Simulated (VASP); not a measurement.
VASP input:

**KPOINTS**
```
Automatic mesh
0
Gamma
5 7 5
0 0 0
```

### POSCAR
```
IrRu
1.0
  4.2636560000   0.0000000000   0.0000000000
  0.0000000000   2.8224110000   0.0000000000
  0.0000000000   0.0000000000   4.3530550000
Ru Ir
2 2
Cart
  3.1977420000   1.4112055000   1.3603296875
  1.0659140000   1.4112055000   2.9927253125
  3.1977420000   0.0000000000   3.5368571875
  1.0659140000   0.0000000000   0.8161978125
```

**INCAR**
```
LASPH = .TRUE.
NELM = 100   ! most electronic steps
ENCUT = 300
LWAVE = .FALSE.
LREAL = .FALSE.
LCHARG = .FALSE.
SYSTEM = IrRu
ISMEAR = -1   ! Fermi-Dirac
ALGO = Normal
PREC = Accurate
SIGMA = 0.1   ! width (eV)
LMAXMIX = 6   ! l cut-off of mixed one-centre charges
GGA = PE   ! PBE
ISIF = 2   ! forces and stress, cell fixed
EDIFF = 1E-6   ! SCF stop (eV)
```

POTCAR, in this order: Ru_pv Ir (PBE.64 set). Program: vasp_std.

Task: Write an equivalent input for Quantum ESPRESSO's pw.x.

Result: One equivalent input (not run):
```
&CONTROL
  calculation = 'scf'
  pseudo_dir = './pseudo'
  outdir = './out'
  tprnfor = .true.
  tstress = .true.
/
&SYSTEM
  ibrav = 0
  nat = 4
  ntyp = 2
  ecutwfc = 84
  occupations = 'smearing'
  smearing = 'fermi-dirac'
  degauss = 0.00735
  input_dft = 'pbe'
/
&ELECTRONS
  conv_thr = 7.3e-08
  electron_maxstep = 100
/
ATOMIC_SPECIES
  Ru 101.070 Ru.upf
  Ir 192.217 Ir.upf
CELL_PARAMETERS angstrom
     4.2636560    0.0000000    0.0000000
     0.0000000    2.8224110    0.0000000
     0.0000000    0.0000000    4.3530550
ATOMIC_POSITIONS crystal
  Ru   0.7500000  0.5000000  0.3125000
  Ru   0.2500000  0.5000000  0.6875000
  Ir   0.7500000  0.0000000  0.8125000
  Ir   0.2500000  0.0000000  0.1875000
K_POINTS automatic
  5 7 5 0 0 0
```
The two are equivalent in intent, not identical: the potentials are each code's own (VASP's PAW set, PseudoDojo norm-conserving files in pw.x), so ENCUT and ecutwfc are chosen apart and not converted; conv_thr bounds pw.x's estimated SCF error, while EDIFF bounds the energy change between steps.

The structure was generated: IrRu was put into an ordered model structure, which need not be its known phase. The cell was not relaxed at this level. The k-mesh is coarse (spacing up to 0.32 per Å, 2π included), so the numbers may not be converged in it.
